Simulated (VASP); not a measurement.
The system is PdAu4.

```
Pd Au
1.0
    -2.81421    2.81421    2.81421
     2.81421   -2.81421    2.81421
     2.81421    2.81421   -2.81421
Pd Au
1 4
Direct
  0.00000 0.00000 0.00000
  0.50000 0.50000 0.50000
  0.50000 0.00000 0.00000
  0.00000 0.00000 0.50000
  0.00000 0.50000 0.00000
```

The cell was built by a generator and needn't be a form met in nature.

Base run:

```yaml
Program: VASP 6.6.1
Functional: r2SCAN
Potentials_or_basis: VASP PAW PBE potentials, release 64 (Pd, Au)
Cutoff: 520 eV
k_mesh: 5 × 5 × 5
Occupations: fermi-dirac, width 0.1 eV
Spin: no spin polarisation
```

Its results: band gap on the k mesh none (metal or under the smearing width); pressure 31.3 GPa.

Task: The run is repeated on the same cell with these changes: functional from r2SCAN to PBEsol; further incar settings from ALGO = Normal; EDIFF = 1e-06; NBANDS = 35 to ALGO = Fast; EDIFF = 1e-07; NBANDS = 35. What comes out?

Result: Band gap on the k mesh none (metal or under the smearing width); pressure 25.6 GPa.

Caveats: a pressure of tens of GPa on the cell as given is suspect, and the run, the potentials or the cell itself is likely at fault (some runs); the PAW data sets were made with another functional, which shifts forces and pressure a little (some runs); so large a pressure means that the cell lies far from this level's equilibrium, or that cutoff or potentials fall short (some runs); the potentials were made for another functional, which shifts forces and pressure (some runs).

Not every run made on this cell is shown here.
